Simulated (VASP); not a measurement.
# A VASP study of SrScIr2 (r2SCAN): structure first, properties next, part 5 of 5

Aim: relax SrScIr2, then compute properties on the relaxed cell. The cell is generated by rule, not measured, and may not be a known phase. Left out of this account: 1 further run (core levels: core levels are not valid at this level).

VASP 6.6.1, plane waves and PAW; the level of theory is named at each step.

Still holding for the runs below: This run has no spin polarisation. Its electron count is odd, so without a moment it is a metal by construction. The k-mesh is coarse for a metal.

So far. Step 5 (Band structure (r2SCAN)): There is no gap at this level. Step 6 (Total and projected DOS (r2SCAN)): The finer mesh and the other smearing move the Fermi level by -0.07 eV from the 6×6×4 run, one measure of the sampling error in the zero of the bands above. Of the states within 0.3 eV of the Fermi level, the largest shares in the PAW spheres are Ir d 50 % and Sc d 17 %. The rest lies in smaller channels or between the spheres. The relaxed cell has a = 4.632, c = 5.256 Å (conventional setting).

## (8) Bands along the symmetry lines (r2SCAN + SOC)

This step: r2SCAN, spin-orbit coupling; plane waves and PAW (Sr_sv, Sc_sv, Ir); invented cell (VASP 6.6.1).

The mesh alone shows little of the dispersion and can miss band extrema, so KPOINTS_OPT adds a path through the symmetry points after the self-consistent cycle. Spin-orbit coupling needs spinors and the noncollinear program, where each band holds one electron.

The input, INCAR:

```
SYSTEM = SrScIr2
PREC = Accurate
ENCUT = 400
EDIFF = 1E-06
NELM = 100
ISMEAR = 0
SIGMA = 0.05
LREAL = .FALSE.
ALGO = Normal
METAGGA = R2SCAN
LASPH = .TRUE.
LNONCOLLINEAR = .TRUE.
MAGMOM = 0 0 0 0 0 0 0 0 0 0 0 0
NBANDS = 50
GGA_COMPAT = .FALSE.
LSORBIT = .TRUE.
LMAXMIX = 4
LORBIT = 11
LWAVE = .FALSE.
LCHARG = .FALSE.
KPAR = 2
```

The input, POSCAR:

```
SrScIr2
1.0
    4.6319270953     -0.0000000003      0.0000000000
   -2.3159635533      4.0113665349      0.0000000000
    0.0000000000      0.0000000000      5.2559482474
Sr Sc Ir
1 1 2
Direct
    0.6666666700      0.3333333300      0.5000000000
    0.3333333300      0.6666666700      0.5000000000
    0.3333333300      0.6666666700      0.0000000000
    0.6666666700      0.3333333300      0.0000000000
```

The input, KPOINTS:

```
Automatic mesh
0
Gamma
5 5 4
0 0 0
```

The input, KPOINTS_OPT:

```
Line mode
16
Line-mode
Reciprocal
  0.00000000   0.00000000   0.00000000 GAMMA
  0.50000000   0.00000000   0.00000000 M

  0.50000000   0.00000000   0.00000000 M
  0.33333333   0.33333333   0.00000000 K

  0.33333333   0.33333333   0.00000000 K
  0.00000000   0.00000000   0.00000000 GAMMA

  0.00000000   0.00000000   0.00000000 GAMMA
  0.00000000   0.00000000   0.50000000 A

  0.00000000   0.00000000   0.50000000 A
  0.50000000   0.00000000   0.50000000 L

  0.50000000   0.00000000   0.50000000 L
  0.33333333   0.33333333   0.50000000 H

  0.33333333   0.33333333   0.50000000 H
  0.00000000   0.00000000   0.50000000 A

  0.50000000   0.00000000   0.50000000 L
  0.50000000   0.00000000   0.00000000 M

  0.33333333   0.33333333   0.00000000 K
  0.33333333   0.33333333   0.50000000 H
```

The projector-augmented-wave data sets are Sr_sv, Sc_sv and Ir (PBE family, release 64).

Run with:

```bash
$ mpirun -np 2 vasp_ncl
```

Log:

```text
[... set-up lines as in an earlier step ...]
 entering main loop
       N       E                     dE             d eps       ncg     rms          rms(c)
DAV:   1     0.373532515250E+03    0.37353E+03   -0.15386E+04  2140   0.129E+03
DAV:   2    -0.813201433469E+02   -0.45485E+03   -0.44412E+03  2124   0.499E+02
DAV:   3    -0.134379351310E+03   -0.53059E+02   -0.49268E+02  3446   0.161E+02
DAV:   4    -0.139994443601E+03   -0.56151E+01   -0.53189E+01  3624   0.543E+01
DAV:   5    -0.140447825248E+03   -0.45338E+00   -0.44433E+00  3888   0.133E+01    0.405E+01
DAV:   6    -0.127903377705E+03    0.12544E+02   -0.19585E+01  3360   0.380E+01    0.176E+01
DAV:   7    -0.130172629512E+03   -0.22693E+01   -0.29711E+01  3672   0.309E+01    0.244E+01
DAV:   8    -0.127073643508E+03    0.30990E+01   -0.27066E+01  3472   0.381E+01    0.960E+00
DAV:   9    -0.127205712772E+03   -0.13207E+00   -0.27379E+00  3134   0.126E+01    0.606E+00
DAV:  10    -0.127095315165E+03    0.11040E+00   -0.48923E-01  3066   0.807E+00    0.307E+00
DAV:  11    -0.127063947964E+03    0.31367E-01   -0.13921E-01  3272   0.367E+00    0.148E+00
DAV:  12    -0.127062726795E+03    0.12212E-02   -0.11348E-01  3184   0.215E+00    0.633E-01
DAV:  13    -0.127062128229E+03    0.59857E-03   -0.93786E-03  3488   0.771E-01    0.296E-01
DAV:  14    -0.127061622388E+03    0.50584E-03   -0.27497E-03  3536   0.399E-01    0.134E-01
DAV:  15    -0.127061598570E+03    0.23817E-04   -0.51399E-04  3672   0.174E-01    0.664E-02
DAV:  16    -0.127061608739E+03   -0.10169E-04   -0.34887E-05  3502   0.452E-02    0.398E-02
DAV:  17    -0.127061619749E+03   -0.11010E-04   -0.40164E-05  2704   0.426E-02    0.223E-02
DAV:  18    -0.127061617115E+03    0.26341E-05   -0.11215E-05  2900   0.249E-02    0.561E-03
DAV:  19    -0.127061617863E+03   -0.74809E-06   -0.18743E-06  2298   0.114E-02
   1 F= -.12706162E+03 E0= -.12705793E+03  d E =-.737027E-02  mag=    -0.0000    -0.0000    -0.0000
 Start KPOINTS_OPT (optional k-point list driver)
k-point batch [1-21\144]
       N       E                     dE             ncg
DAV:   1     0.302717204179E+04   -0.64587E+04     2172
DAV:   2    -0.672777424141E+04   -0.97549E+04     2116
DAV:   3    -0.780614713536E+04   -0.10784E+04     3190
DAV:   4    -0.792167755246E+04   -0.11553E+03     3552
DAV:   5    -0.792865182140E+04   -0.69743E+01     3704
DAV:   6    -0.792899533806E+04   -0.34352E+00     3512
DAV:   7    -0.792901169529E+04   -0.16357E-01     3784
DAV:   8    -0.792901254690E+04   -0.85161E-03     3576
DAV:   9    -0.792901259141E+04   -0.44509E-04     3464
DAV:  10    -0.792901259324E+04   -0.18330E-05     2000
DAV:  11    -0.792901259344E+04   -0.20104E-06     1768
[...]
k-point batch [127-144\144]
       N       E                     dE             ncg
DAV:   1     0.495287811357E+04   -0.14995E+05     1856
DAV:   2    -0.328505168417E+04   -0.82379E+04     1808
DAV:   3    -0.415826591186E+04   -0.87321E+03     2832
DAV:   4    -0.425103415166E+04   -0.92768E+02     3024
DAV:   5    -0.425790395892E+04   -0.68698E+01     3288
DAV:   6    -0.425831843533E+04   -0.41448E+00     2944
DAV:   7    -0.425834042350E+04   -0.21988E-01     3296
DAV:   8    -0.425834208199E+04   -0.16585E-02     3032
DAV:   9    -0.425834216987E+04   -0.87881E-04     3070
DAV:  10    -0.425834217683E+04   -0.69652E-05     2120
DAV:  11    -0.425834217722E+04   -0.38943E-06     1572
```

Elapsed: 19 min, on 2 MPI ranks of Intel Xeon 6975P-C (Granite Rapids), shared host; peak memory 0.89 GiB; 37 min of CPU time.

OUTCAR, selected parts (step 8):

```text
   k-points           NKPTS =     21   k-points in BZ     NKDIM =     21   number of bands    NBANDS=     50

   NELECT =      39.0000    total number of electrons

 E-fermi :   3.7694

 k-point     1 :       0.0000    0.0000    0.0000
  band No.  band energies     occupation
    ...
     36       2.5935      1.00000
     37       3.0169      1.00000
     38       3.0169      1.00000
     39       3.0293      1.00000
     40       3.0293      1.00000
     41       5.3603      0.00000
     42       5.3603      0.00000
     43       5.3780      0.00000
     44       5.3780      0.00000
     45       5.4624      0.00000
    ...

  Total       -0.0895306     -0.0895306      1.2004377      0.0000000     -0.0000000      0.0000000
  in kB       -1.4688489     -1.4688489     19.6945043      0.0000000     -0.0000000      0.0000000
  external PRESSURE =       5.5856022 kB  Pullay stress =       0.0000000 kB

 POSITION                                       TOTAL-FORCE (eV/Angst)
 -----------------------------------------------------------------------------------
      2.31596      1.33712      2.62797         0.000000      0.000000      0.000000
     -0.00000      2.67424      2.62797         0.000000     -0.000000      0.000000
     -0.00000      2.67424      0.00000         0.000000      0.000000      0.000000
      2.31596      1.33712      0.00000        -0.000000      0.000000      0.000000
 -----------------------------------------------------------------------------------
    total drift:                                0.000011     -0.000006     -0.000000

  FREE ENERGIE OF THE ION-ELECTRON SYSTEM (eV)
  ---------------------------------------------------
  free  energy   TOTEN  =      -127.0616178628 eV

  energy  without entropy=     -127.0542475881  energy(sigma->0) =     -127.05793273

 Spin-Orbit-Coupling matrix elements
 Ion:    1  E_soc:     -0.1698371
 Ion:    2  E_soc:     -0.0074123
 Ion:    3  E_soc:     -0.7442863
 Ion:    4  E_soc:     -0.7698792

 magnetization (x)
# of ion       s       p       d       tot
------------------------------------------
    1        0.000  -0.000   0.000   0.000
    2        0.000   0.000   0.000   0.000
    3        0.000  -0.000   0.000   0.000
    4       -0.000   0.000  -0.000  -0.000
--------------------------------------------------
tot          0.000   0.000  -0.000  -0.000

 magnetization (y)
# of ion       s       p       d       tot
------------------------------------------
    1       -0.000  -0.000   0.000   0.000
    2       -0.000  -0.000   0.000   0.000
    3       -0.000   0.000  -0.000  -0.000
    4        0.000  -0.000   0.000   0.000
--------------------------------------------------
tot         -0.000  -0.000   0.000  -0.000

 magnetization (z)
# of ion       s       p       d       tot
------------------------------------------
    1       -0.000  -0.000  -0.000  -0.000
    2       -0.000   0.000  -0.000  -0.000
    3        0.000  -0.000  -0.000  -0.000
    4        0.000  -0.000   0.000  -0.000
--------------------------------------------------
tot         -0.000  -0.000  -0.000  -0.000

[... 6 parts as in an earlier step ...]

[... 10 further parts left out ...]
```

This step gave:

```yaml
scf_cycles: 19
bands: 50
irreducible_k_points: 21
free_energy_toten: -127.0616 eV
energy_at_zero_smearing: -127.0579 eV
fermi_energy: 3.769 eV
pressure: 0.5586 GPa
```

On-site spin-orbit energy by atom:

```
atom  on-site spin-orbit energy (eV)
 Sr1                          -0.170
 Sc2                          -0.007
 Ir3                          -0.744
 Ir4                          -0.770
```

The electronic bands at the labelled points (eV, zero at the Fermi level; # counts the bands kept, so #1 is VASP's band 17):

```
          point    #20    #21    #22    #23    #24   #25   #26   #27
              Γ  -1.18  -0.75  -0.75  -0.74  -0.74  1.59  1.59  1.61
0.47 of the way  -0.91  -0.66  -0.66   0.08   0.08  0.68  0.68  1.19
              M  -0.44   0.07   0.07   0.36   0.36  0.78  0.78  1.18
0.47 of the way  -0.33  -0.13  -0.12   0.23   0.27  1.03  1.07  1.32
              K  -0.24  -0.12   0.00   0.18   0.33  1.05  1.06  1.21
0.53 of the way  -0.77  -0.58  -0.57   0.31   0.32  0.42  0.43  1.24
              Γ  -1.18  -0.75  -0.75  -0.74  -0.74  1.59  1.59  1.61
0.53 of the way  -1.37  -0.96  -0.96  -0.61  -0.59  1.12  1.12  1.49
              A  -0.94  -0.49  -0.49  -0.15  -0.15  0.46  0.46  0.93
0.53 of the way  -0.63  -0.22  -0.22   0.01   0.01  0.39  0.39  0.70
              L  -0.39  -0.17  -0.17  -0.03  -0.03  0.32  0.32  0.72
0.47 of the way  -0.48  -0.22  -0.20  -0.01   0.08  0.19  0.27  0.97
              H  -0.48  -0.27  -0.16  -0.06   0.11  0.16  0.19  1.14
0.47 of the way  -0.48  -0.24  -0.08  -0.02  -0.01  0.23  0.27  0.58
              A  -0.94  -0.49  -0.49  -0.15  -0.15  0.46  0.46  0.93
      jump to L  -0.39  -0.17  -0.17  -0.03  -0.03  0.32  0.32  0.72
0.53 of the way  -0.31  -0.12  -0.10   0.31   0.34  0.71  0.73  0.97
              M  -0.44   0.07   0.07   0.36   0.36  0.78  0.78  1.18
      jump to K  -0.24  -0.12   0.00   0.18   0.33  1.05  1.06  1.21
0.53 of the way  -0.23  -0.14  -0.10   0.07   0.10  0.10  0.25  1.17
              H  -0.48  -0.27  -0.16  -0.06   0.11  0.16  0.19  1.14
```

Of the projections kept (Sr, Sc, Ir), the largest for each band there; the rest of the weight can lie on other orbitals:

```
point      #20      #21      #22      #23      #24      #25      #26      #27
    Γ  Ir 0.90  Sc 0.61  Sc 0.61  Ir 0.91  Ir 0.91  Sc 0.67  Sc 0.67  Sc 0.89
    M  Ir 0.93  Sc 0.51  Sc 0.51  Ir 0.88  Ir 0.88  Sc 0.78  Sc 0.78  Ir 0.57
    K  Ir 0.93  Ir 0.94  Ir 0.95  Ir 0.96  Ir 0.95  Ir 0.45  Ir 0.43  Sc 0.91
    Γ  Ir 0.90  Sc 0.61  Sc 0.61  Ir 0.91  Ir 0.91  Sc 0.67  Sc 0.67  Sc 0.89
    A  Ir 0.95  Ir 0.93  Ir 0.93  Ir 0.91  Ir 0.91  Sc 0.71  Sc 0.71  Sc 0.76
    L  Sc 0.65  Sc 0.56  Sc 0.56  Ir 0.93  Ir 0.93  Ir 0.97  Ir 0.97  Sc 0.83
```

At these settings, which differ from those of the relaxation, the cell is under a pressure of 0.6 GPa.

## (9) What came out

- relaxed volume: 24.41 Å³/atom
- relaxed conventional cell a, b, c: 4.632, 4.632, 5.256 Å; angles 90.0, 90.0, 120.0°
- space group after relaxing, within 0.02 Å: P-6m2 (No. 187)
- band gap: none, a metal
- DOS at the Fermi level: 5.90 states/eV/cell
- band gap (r2SCAN + SOC): none, a metal

With r2SCAN, SrScIr2 relaxes to 24.41 Å³/atom in space group P-6m2 (held by the symmetry of the run) and comes out as a metal. Band structure (r2SCAN): Of the bands kept, 2 cross the Fermi level on this path. Bands along the symmetry lines (r2SCAN + SOC): Of the bands kept, 4 cross the Fermi level on this path (spinor bands, one electron each). The k-sampling is coarse for a metal, so the Fermi level, pressures and the shape of the cell carry errors. With an odd electron count and no spin the cell is a metal by construction. No search among competing phases was made. All values are for a static lattice at zero temperature.

[Lines on the potential files, build, host, timing and source positions are cut from VASP's logs without a mark.]

[Logs are printed without paths, hosts, clocks, repeated set-up lines and the standing remarks that a program may print on its own settings, such as how far it seeks lower states.]

[Hosts, paths, dates, database ids (printed as entryN), source tags and the programs' standing remarks are cut or masked in the printed files.]

[A measured line is paired with the nearest computed mode of its activity, which favours agreement.]
